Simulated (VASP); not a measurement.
An input for Quantum ESPRESSO's pw.x (written as the equivalent of a VASP run, and not itself run):

```
&CONTROL
  calculation = 'scf'
  pseudo_dir = './pseudo'
  outdir = './out'
  tprnfor = .true.
  tstress = .true.
/
&SYSTEM
  ibrav = 0
  nat = 2
  ntyp = 2
  ecutwfc = 84
  occupations = 'smearing'
  smearing = 'gaussian'
  degauss = 0.003675
  input_dft = 'pbe'
/
&ELECTRONS
  conv_thr = 7.3e-09
  electron_maxstep = 100
/
ATOMIC_SPECIES
  Ca 40.078 Ca.upf
  O 15.999 O.upf
CELL_PARAMETERS angstrom
     0.0000000    2.3701557    2.3701557
     2.3701557    0.0000000    2.3701557
     2.3701557    2.3701557    0.0000000
ATOMIC_POSITIONS crystal
  Ca   0.0000000  0.0000000  0.0000000
  O    0.5000000  0.5000000  0.5000000
K_POINTS automatic
  9 9 9 0 0 0
```

Question: Translate this input to VASP (INCAR, KPOINTS, POSCAR, choice of POTCAR).

Answer: One answer among several that fit: 
INCAR:
```
# general
SYSTEM  =  CaO
PREC    =  Accurate
ENCUT   =  520
LREAL   =  .FALSE.   # projection in real space or not
LASPH   =  .TRUE.   # aspherical one-centre terms

# electronic loop
EDIFF   =  1E-7   # SCF stop (eV)
NELM    =  100
ALGO    =  Normal

# smearing
ISMEAR  =  0   # Gaussian
SIGMA   =  0.05   # width (eV)

# functional
GGA     =  PE   # PBE

# ions
ISIF    =  2

# output
LWAVE   =  .FALSE.
LCHARG  =  .FALSE.
```

File POSCAR:
```
CaO
1
    0.0000000000     2.3701557275     2.3701557275
    2.3701557275     0.0000000000     2.3701557275
    2.3701557275     2.3701557275     0.0000000000
Ca O
1 1
Direct
  0.0000000000   0.0000000000   0.0000000000
  0.5000000000   0.5000000000   0.5000000000
```

KPOINTS:
```
Automatic mesh
0
Gamma
9 9 9
0 0 0
```

POTCAR, in this order: Ca_sv O (PBE.64 set). Program: vasp_std.

What does not carry over: the potentials are each code's own (VASP's PAW set, PseudoDojo norm-conserving files in pw.x), so ENCUT and ecutwfc are chosen apart and not converted; conv_thr bounds pw.x's estimated SCF error, while EDIFF bounds the energy change between steps.

The compound is CaO in the rock salt structure. This cell is one point of a volume scan, at 0.94 of the reference volume.
